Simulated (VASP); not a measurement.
Elastic constants (GPa) of a crystal from PBEsol GGA, VASP's PBE PAW potentials (set 64) (VASP 6.6.1):

```tsv
	xx	yy	zz	yz	xz	xy
xx	270.5	146.0	146.0	0.0	0.0	0.0
yy	146.0	270.5	146.0	0.0	0.0	0.0
zz	146.0	146.0	270.5	0.0	0.0	0.0
yz	0.0	0.0	0.0	152.8	0.0	0.0
xz	0.0	0.0	0.0	0.0	152.8	0.0
xy	0.0	0.0	0.0	0.0	0.0	152.8
```

**Question.** Work out the Voigt, Reuss and Hill moduli, Young's modulus and Poisson's ratio.

**Answer.** All eigenvalues are positive (smallest 124.5 GPa), so the crystal is stable. K_V = (C11+C22+C33+2(C12+C13+C23))/9 = (811.5 + 2×438.0)/9 = 187.5 GPa; G_V = (811.5 − 438.0 + 3×458.4)/15 = 116.6 GPa. From the compliances, K_R = 187.5 GPa and G_R = 96.6 GPa. Hill: K = 187.5 GPa, G = 106.6 GPa, E = 9KG/(3K+G) = 268.8 GPa, ν = (3K−2G)/(2(3K+G)) = 0.261. K/G = 1.76, above Pugh's 1.75; universal anisotropy A^U = 1.03.

**Question.** With a density of 6.12 g/cm³, what are the mean sound speeds?

**Answer.** v_l = √((K+4G/3)/ρ) = 7.34 km/s and v_t = √(G/ρ) = 4.17 km/s. The crystal is GaN (space group F-43m), cubic.

The structure comes from a computed database's GaN entry (F-43m); how it stands against other phases isn't given here. It was relaxed first.
